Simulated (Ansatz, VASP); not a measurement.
## VB4Os: VASP beside Ansatz

Contents of INCAR:

```
ALGO     = Normal         # electronic algorithm
EDIFF    = 1E-7           # SCF threshold, eV
ENCUT    = 520            # plane-wave cutoff, eV
GGA      = PE             # functional
ISIF     = 2              # what is computed and relaxed
ISMEAR   = -1             # smearing method
ISPIN    = 2              # spin polarisation
LASPH    = T              # aspherical terms in the spheres
LCHARG   = T              # write CHGCAR
LELF     = T              # ELF
LMAXMIX  = 4              # l up to which the mixer works
LORBIT   = 11             # projections on sites
LREAL    = F              # projectors in reciprocal space
LVHAR    = T            
LWAVE    = F              # write WAVECAR
MAGMOM   = 2 0 0 0 0 0    # initial moments
NBANDS   = 30             # bands
NELM     = 150            # most SCF steps
PREC     = Accurate       # precision mode
SIGMA    = 0.15           # smearing width, eV
```

File KPOINTS:

```
k-points
0
Gamma
  9 9 3
```

POSCAR

```
VB4Os
1.0
    2.8287066102      0.0000000000      0.0000000000
   -1.4143537966      2.4497319406      0.0000000000
    0.0000000000      0.0000000000      7.3273466063
V B Os
1 4 1
Direct
    0.0000000000      0.0000000000      0.0000000000
    0.0000000000      0.0000000000      0.7094840000
    0.3333333333      0.6666666667      0.7969230000
    0.3333333333      0.6666666667      0.2030770000
    0.0000000000      0.0000000000      0.2905160000
    0.3333333333      0.6666666667      0.5000000000
```

Input for Ansatz:

```yaml
crystal:
  lattice:
    - [2.828706610226017, 0.0, 0.0]
    - [-1.414353796636795, 2.449731940554796, 0.0]
    - [0.0, 0.0, 7.3273466063181925]
  atoms:
    - { symbol: V, position: [0.0, 0.0, 0.0], spin: 2.0 }
    - { symbol: B, position: [0.0, 0.0, 0.709484] }
    - { symbol: B, position: [0.3333333333333333, 0.6666666666666666, 0.796923] }
    - { symbol: B, position: [0.3333333333333333, 0.6666666666666666, 0.203077] }
    - { symbol: B, position: [0.0, 0.0, 0.290516] }
    - { symbol: Os, position: [0.3333333333333333, 0.6666666666666666, 0.5] }
basis:
  ecutwfc: 500.0
kpoints:
  mp_grid:
    grid: [9, 9, 3]
hamiltonian:
  xc: pbe
magnetization:
  spin_polarized: true
scf:
  occupations:
    method: fermi_dirac
    width: 0.15
output:
  stress: true
```

The cell comes from a database or a generator and needn't be the stable form of this composition.

Alike in both runs: task single point; functional PBE; k mesh 9 × 9 × 3; occupations fermi-dirac, width 0.15 eV; collinear spin.

|  | VASP | Ansatz |
| --- | --- | --- |
| version | VASP 6.6.1 | Ansatz 0.2.0 |
| potentials or method | VASP PAW PBE potentials, release 64 (V_sv, B, Os) | plane waves, PAW |
| plane-wave cutoff (eV) | 520 | 500 |
| valence electrons in the cell | 33 | 41 |

```tsv
	VASP	Ansatz	Ansatz less VASP
pressure (GPa)	16.9	16.0	-0.86
largest component of the traceless stress (GPa)	4.53	4.14	-0.384
net moment per atom (μB)	0.00	0.00	0.000
```

The two sets of potentials don't hold the same shells in valence. Ansatz warned: «seeded_moment_not_kept».

Caveats: so large a pressure means that the cell lies far from this level's equilibrium, or that cutoff or potentials fall short (VASP). The runs have no spin-orbit coupling, so splittings on Os are missing.
